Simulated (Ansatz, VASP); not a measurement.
## LiMg in two plane-wave programs

Wanted: the spread between two codes on one cell, functional and k mesh. The cell is taken from a series of runs on this material, whose earlier steps may have relaxed, scaled, displaced or heated it; both programs get it as it stands.

Program: Ansatz 0.2.0. Level of theory: plane waves, with VASP 6.6.1 beside it; zone-centre phonons at PBEsol. Results are calculated unless marked as measured.

### 1. Starting point

Symmetry: P-6m2, No. 187, hexagonal system. Conventional cell: a = 3.105 Å, b = 3.105 Å, c = 5.033 Å, α = 90.00°, β = 90.00°, γ = 120.00°. Nearest to Li lie 6 Mg at 3.09 Å and 6 Li at 3.11 Å. Mg has 6 Li at 3.09 Å and 6 Mg at 3.11 Å nearest. Farther neighbours are not listed.

### 2. Ansatz: zone-centre phonons, PBEsol

Ansatz runs on its default PAW (the set named soft_2) files.

Second derivatives magnify differences that forces hide, and they need a tight electronic threshold.

Contents of input.yaml:

```yaml
crystal:
  lattice:
    - [3.1054107774, 0.0, 0.0]
    - [-1.5527053887, 2.6893646224, 0.0]
    - [0.0, 0.0, 5.0327798343]
  atoms:
    - { symbol: Li, position: [0.0, 0.0, 0.0] }
    - { symbol: Mg, position: [0.6666666667, 0.3333333333, 0.5] }
kpoints:
  mp_grid: { grid: [15, 15, 8] }
hamiltonian:
  xc: pbesol
scf:
  occupations: { method: methfessel_paxton, width: 0.15 }
output:
  eigenvalues: true
phonons:
  method: dfpt
  qmesh: [3, 3, 2]
  temperatures: { t_max: 1000, t_step: 50 }
  qpath:
    path:
      - [[0.0, 0.0, 0.0], [0.5, 0.0, 0.0], [0.33333333, 0.33333333, 0.0], [0.0, 0.0, 0.0], [0.0, 0.0, 0.5], [0.5, 0.0, 0.5], [0.33333333, 0.33333333, 0.5], [0.0, 0.0, 0.5]]
      - [[0.5, 0.0, 0.5], [0.5, 0.0, 0.0]]
      - [[0.33333333, 0.33333333, 0.5], [0.33333333, 0.33333333, 0.0]]
    npoints: 10
```

Command:

```bash
$ ansatz run input.yaml --threads 4 --pin off --max-ram 7168MiB --backend cpu --events-out ev --progress --plain --runs-dir out
```

Numbers of over 12 decimals in the logs are rounded to 6 here.

Output:

```text
Engine: ansatz 0.2.0, aarch64-unknown-linux-gnu
Pseudopotentials: kind: paw
Pseudopotential: Li, paw, valence charge 3, recommended cutoff 420 eV (normal), Li.paw.azcp
Pseudopotential: Mg, paw, valence charge 10, recommended cutoff 420 eV (normal), Mg.paw.azcp
Functional definition: PBEsol
  exchange = pbesol_x
  correlation = pbesol_c
Crystal: 2 atoms, lattice volume = 42.032 Å³
Basis set: ecut = 420 eV, 833 PW (Γ), exchange–correlation on 48×48×72 points (8 copies of the dense FFT grid, shifted against one another)
Bands: 11, of which v1, the nominal top of the filled ones, is band 7 counted from 1 (6 counted from 0)
Symmetry: 12 space group operations
k-points: 135 of 1800 (time reversal used)
Non-local potential: Li, projectors of the file, l = 0: 3, l = 1: 2, l = 2: 1
Non-local potential: Mg, projectors of the file, l = 0: 3, l = 1: 2, l = 2: 1
PAW form: soft (Blöchl's): semilocal exchange-correlation on the pseudo side does not see the compensation charge
PAW frozen core: Mg, regenerated for the run's functional, and the local potential with it (the file was generated under x = pbe(κ = 0.804, μ = 0.219515), c = pbe(β = 0.066725))
PAW one-centre angular grid: Li, 110 points (default); XC on 64 Gauss nodes
PAW one-centre angular grid: Mg, 110 points (default); XC on 64 Gauss nodes
Initial density: superposition of atomic densities (neutral atoms: chi_scale 0, normalization atom), corrected by the library's trained network
Initial wavefunctions: pseudopotential atomic-orbital guess
Functional: x = pbesol(κ = 0.804, μ = 0.123457), c = pbesol(β = 0.046)
SCF iter   1: F=—  HF=-2115.102485 eV  |F-HF|=—  |Δ(HF+E_count)|=         —  Δρ=1.78e-3  dr2=6.27e-4  ethr=1.77e-3  ⟨swp⟩=5.0  Hψ=8445  notcnv=0
preconditioner: auto → none  [metal: Δε(μ)=0.027 eV  Ē_g=7.362 eV  σ=0.150 eV  W_gap=0.15  n_scr=2 (ndim 8)  ℏωp=9.9 eV  f_vac=0.000  D(μ)=1.30/eV (n_scr^D=8)  sad-step TF]
SCF iter   2: F=—  HF=-2115.101381 eV  |F-HF|=—  |Δ(HF+E_count)|=   1.10e-3  S|Δr|=    0.00e0  Δρ=8.51e-4  dr2=1.78e-4  ethr=4.83e-6  ⟨swp⟩=2.6  Hψ=3445  notcnv=0
SCF iter   3: F=—  HF=-2115.101212 eV  |F-HF|=—  |Δ(HF+E_count)|=   1.69e-4  S|Δr|=    0.00e0  Δρ=1.77e-4  dr2=3.39e-5  ethr=1.37e-6  ⟨swp⟩=2.0  Hψ=2342  notcnv=0
SCF iter   4: F=—  HF=-2115.101202 eV  |F-HF|=—  |Δ(HF+E_count)|=   1.04e-5  S|Δr|=    0.00e0  Δρ=6.87e-5  dr2=3.65e-6  ethr=2.61e-7  ⟨swp⟩=1.6  Hψ=1571  notcnv=0
SCF iter   5: F=—  HF=-2115.101201 eV  |F-HF|=—  |Δ(HF+E_count)|=   1.40e-7  S|Δr|=    0.00e0  Δρ=3.53e-5  dr2=7.68e-7  ethr=2.81e-8  ⟨swp⟩=2.1  Hψ=2231  notcnv=0
SCF iter   6: F=—  HF=-2115.101201 eV  |F-HF|=—  |Δ(HF+E_count)|=   4.22e-7  S|Δr|=    0.00e0  Δρ=1.34e-5  dr2=1.02e-7  ethr=5.91e-9  ⟨swp⟩=1.7  Hψ=1830  notcnv=0
SCF iter   7: F=—  HF=-2115.101201 eV  |F-HF|=—  |Δ(HF+E_count)|=   4.88e-8  S|Δr|=    0.00e0  Δρ=3.76e-7  dr2=5.19e-11  ethr=7.85e-10  ⟨swp⟩=2.0  Hψ=2028  notcnv=0
SCF iter   8: F=—  HF=-2115.101201 eV  |F-HF|=—  |Δ(HF+E_count)|=  4.96e-11  S|Δr|=    0.00e0  Δρ=2.05e-7  dr2=2.12e-11  ethr=1.00e-12  ⟨swp⟩=6.1  Hψ=5841  notcnv=0
SCF iter   9: F=-2115.101201 eV  HF=-2115.101201 eV  |F-HF|=4.55e-13  |Δ(HF+E_count)|=  1.00e-11  S|Δr|=    0.00e0  Δρ=1.52e-8  dr2=9.66e-14  ethr=1.00e-12  ⟨swp⟩=4.9  Hψ=4895  notcnv=0
SCF 1 converged in 9 iterations: F = -2115.101201 eV  dr2 = 9.66e-14
  greatest PAW one-centre occupation: 1.000 electrons in one spin orbital (limit 2), on the Mg atom at site 1 (counted from 0), in its partial waves of l = 0
phonons: the bands overlap, so this run is a metal and interpolates without the dipole-dipole term. If the crystal is really an insulator or semiconductor, its LO-TO splitting is missing
NSCF: frozen V_eff on 135 k-points
WARN: eigensolver did not converge in 3 slots of this pass, the one above among them; of largest residual over every band (k=13): 1 band(s) unlocked (lowest unlocked band 10, counted from 0; max residual 4.96e-6 eV among the unlocked bands, 4.96e-6 eV over every band); of lowest unlocked band (k=13): band 10
NSCF: frozen V_eff on 320 k-points
DFPT response loops at q = (0, 0, 0) (fractional): preconditioner auto → Kerker (q_TF=auto, 2.244 Å⁻¹) (partly filled bands, converged f_vac=0.000); β = 1.00, the filter's whole step (`scf.mixing.beta` (0.50) is not read by the response loops under this deck's `scf.mixing.preconditioner`; to damp them name `kerker` or `kerker_dos`, under which they read `scf.mixing.beta`, and type it under 1.00, their step now; both keys bind the ground state too); Broyden in place of MSR1
NSCF: frozen V_eff on 640 k-points
DFPT response loops at q = (0, 0, -0.5) (fractional): mixed as the last ones told, above
NSCF: frozen V_eff on 1200 k-points
DFPT response loops at q = (0, 0.333333, 0) (fractional): mixed as the last ones told, above
NSCF: frozen V_eff on 1200 k-points
DFPT response loops at q = (0, 0.333333, -0.5) (fractional): mixed as the last ones told, above
NSCF: frozen V_eff on 1200 k-points
DFPT response loops at q = (0.333333, 0.333333, 0) (fractional): mixed as the last ones told, above
NSCF: frozen V_eff on 1200 k-points
DFPT response loops at q = (0.333333, 0.333333, -0.5) (fractional): mixed as the last ones told, above
SCF converged after 9 iterations
Stability not checked: this state was not tested for a lower state beside it, because cold or Methfessel-Paxton smearing, or corrected tetrahedra, fill the levels in a way that the test cannot read (fill_not_monotonic; see scf.lower_state_search)
Free energy (F): -2115.101201 eV
Harris-Foulkes:  -2115.101201 eV  (|F-HF|=4.55e-13)
Internal energy: -2115.099381 eV  (E = F + TS)
E sigma→0 (E₀):  -2115.100746 eV
Entropy (-TS):   -0.001820 eV (-0.910 meV/atom)
Fermi energy:    3.501543 eV
--- Per-component energies (eV) ---
  E_band       = -458.192615
  E_kinetic    = 96.156187
  E_local      = -1925.237893  (includes V_loc(G=0)·N_el)
  E_nonlocal   = 63.251782
  E_hartree    = 697.759726
  E_xc         = -38.094611
  E_vxc        = -49.379039  (∫ρ·V_xc dr)
  E_paw        = -300.860372  (= ΣΔE_a)
  E_vpaw       = -38.503107  (= ΣTr[D̂ρ^β])
  E_aug_tail   = 0.000014  (compensation charges beyond the density's cutoff)
  E_ewald      = -708.133076
  E_core_change = 0.058862  (= ΣΔE_core)
  E_smearing   = -0.001820  (= −TS)
  E_closure    = 0.000000  (closes the sum)
  Σ components = -2115.101201   (vs F -2115.101201, Δ=0.00e0)
--- Band table (eV; the first three rows and the last of 135) ---
  k-point 0: bands = [... 3 lower, -38.9177, -38.9177, -2.2069, 2.6955, 4.6881, 15.1195, 15.1195, 16.9022]
  k-point 1: bands = [... 3 lower, -38.9177, -38.9177, -2.1519, 2.1840, 5.3822, 15.2004, 15.2004, 16.4704]
  k-point 2: bands = [... 3 lower, -38.9177, -38.9177, -2.0011, 1.3905, 6.7312, 14.4503, 15.4397, 15.4397]
  k-point 134: bands = [... 3 lower, -38.9411, -38.9367, 4.2502, 4.7844, 5.2124, 5.6933, 6.2662, 8.3416]
--- Phonons (Γ-DFPT): 4 representative perturbations + reference (Σ response iterations 13) ---
  ASR residual: 1.943e-5 → 0.000e0 eV/Å²; symmetrization residual: 1.249e-6 eV/Å²
  ASR residual per site (eV/Å²): 1.69e-6 1.94e-5
  Γ frequencies (cm⁻¹): 0.00 0.00 0.00 146.33 146.33 315.39
--- Phonons (arbitrary-q DFPT): 6 irreducible q on the 3×3×2 mesh ---
  q = [0.0000, 0.0000, 0.0000] (star 1, of the zone-centre solve; hermiticity 1.27e-6, symmetrization 1.32e-12): -0.00 -0.00 0.00 146.33 146.33 315.39
  q = [0.0000, 0.0000, -0.5000] (star 1, 4 solved perturbations in 910 linear systems a pass and spin channel, the states on 320 of 1800 k-point pairs; hermiticity 9.01e-13, symmetrization 4.32e-12): 71.75 71.75 110.68 110.68 142.32 289.81
  q = [0.0000, 0.3333, 0.0000] (star 6, 6 solved perturbations on 600 of 1800 k-point pairs; hermiticity 8.06e-7, symmetrization 3.27e-14): 98.10 113.14 208.49 212.40 270.76 298.26
  q = [0.0000, 0.3333, -0.5000] (star 6, 6 solved perturbations on 600 of 1800 k-point pairs; hermiticity 7.03e-7, symmetrization 4.50e-14): 117.37 147.73 198.40 205.53 271.45 294.94
  q = [0.3333, 0.3333, 0.0000] (star 2, 4 solved perturbations in 1660 linear systems a pass and spin channel, the states on 600 of 1800 k-point pairs; hermiticity 6.93e-7, symmetrization 1.29e-8): 147.53 207.03 222.65 258.51 282.51 291.66
  q = [0.3333, 0.3333, -0.5000] (star 2, 4 solved perturbations in 1660 linear systems a pass and spin channel, the states on 600 of 1800 k-point pairs; hermiticity 6.93e-7, symmetrization 1.79e-11): 96.49 186.33 222.61 273.31 279.96 306.91
  sum rule: each row above includes the acoustic sum rule's correction from the zone centre's row sums; it moved no ω² by more than (0.47 cm⁻¹)²
  mesh force constants: q→R imaginary residual 0.00e0; ASR residual 1.943e-5 → 0.000e0 eV/Å²; symmetrization residual 1.776e-15 eV/Å²
  interpolated dispersion: 93 rows × 6 modes
  density of states and harmonic sums: on the 24×24×12 q-mesh, interpolated from the force constants of a 3×3×2 supercell (no non-analytic term)
  largest difference from the sums on the solved wave vectors: F 3.23e-2 eV, S 4.67e-5 and C_V 1.43e-5 eV/K
  zero-point energy: 0.074996 eV/cell   skipped modes (ω ≤ 0): 3   left out of the sums: 7.23e-5 of the cell's modes: C_V's classical limit lies that fraction below 3 k_B per atom; for a crystal, a wire or a layer, F and S can be off by more, and a phonons.interpolated_qmesh denser along its periods is the remedy for the sampling
```

(Part 1 of 2 ends here.)

[Lines on the potential files, build, host, timing and source positions are cut from VASP's logs without a mark.]

[Logs are printed without paths, hosts, clocks, repeated set-up lines and the standing remarks that a program may print on its own settings, such as how far it seeks lower states.]

[Hosts, paths, dates, database ids (printed as entryN), source tags and the programs' standing remarks are cut or masked in the printed files.]
